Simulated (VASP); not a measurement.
An input for Ansatz (written as the equivalent of a VASP run, and not itself run):

Ansatz 0.2 input:
```yaml
crystal:
  lattice:
    - [5.0479158, 2.5179308, 2.5179308]
    - [2.5179308, 5.0479158, 2.5179308]
    - [2.5179308, 2.5179308, 5.0479158]
  atoms:
    - { symbol: Mn, position: [0.0000000, 0.0000000, 0.0000000], spin: 4.1 }
    - { symbol: Mn, position: [0.5000000, 0.5000000, 0.5000000], spin: -4.1 }
    - { symbol: S, position: [0.2500000, 0.2500000, 0.2500000] }
    - { symbol: S, position: [0.7500000, 0.7500000, 0.7500000] }
kpoints:
  mp_grid: { grid: [8, 8, 8] }
hamiltonian:
  xc: pbe
  dispersion: d4
  pseudopotentials: { kind: paw }
magnetization: { spin_polarized: true }
scf:
  occupations: { method: tetrahedron }
  max_iter: 100
output: { forces: true, stress: true, eigenvalues: true }
```

Q: Write the VASP files for the same calculation (PBE-D4).

A: One answer among several that fit: 
### INCAR
```
SYSTEM = MnS
PREC = Accurate
ENCUT = 520
EDIFF = 1E-7
NELM = 100
ALGO = Normal
LREAL = .FALSE.
LASPH = .TRUE.
ISMEAR = -5
GGA = PE
IVDW = 13
LMAXMIX = 4
ISPIN = 2
MAGMOM = 4.1 -4.1 0.0 0.0
LORBIT = 11
LWAVE = .FALSE.
LCHARG = .TRUE.
NEDOS = 601
ISIF = 2
LEFG = .TRUE.
```

File KPOINTS:
```
Automatic mesh
0
Gamma
8 8 8
0 0 0
```

### POSCAR
```
MnS
1
    5.0479157947     2.5179308445     2.5179308445
    2.5179308445     5.0479157947     2.5179308445
    2.5179308445     2.5179308445     5.0479157947
Mn S
2 2
Direct
  0.0000000000   0.0000000000   0.0000000000
  0.5000000000   0.5000000000   0.5000000000
  0.2500000000   0.2500000000   0.2500000000
  0.7500000000   0.7500000000   0.7500000000
```

POTCAR, in this order: Mn_pv S (PBE.64 set). Program: vasp_std.

The two are equivalent in intent, not identical: each code has its own PAW files, so the cut-off isn't converted (ENCUT is set for VASP's; basis.ecutwfc is left out, and Ansatz then takes the one that its files recommend); Ansatz stops its SCF on the density residual and VASP on the energy change (EDIFF); the field gradients of LEFG aren't asked of the other code.

The compound is MnS in the rock salt, AFM-II order structure. It was relaxed first, which changed the volume by -9 %.
